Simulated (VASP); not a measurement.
Method: r2SCAN meta-GGA, VASP's PBE PAW potentials (set 64) (plane waves; VASP 6.6.1). For the first row: Settings: 400 eV cut-off, 14×14×14 Γ-centred mesh, tetrahedra with Blöchl corrections, potentials Ge_d Ti_sv.

```tsv
system	energy (eV/atom)
TiGe (relaxed from the rocksalt structure, space group Fm-3m)	-13.9606
Ge (diamond)	-13.8670
Ti (hcp)	-12.9420
```

The references are the elements' solids at the same level; no temperature or zero-point terms are added.

Task: What is the formation energy per atom of TiGe?

Result: The references average (1×(-13.8670) + 1×(-12.9420))/2 = -13.4045 eV, so the formation energy is -13.9606 − (-13.4045) = -0.556 eV/atom.
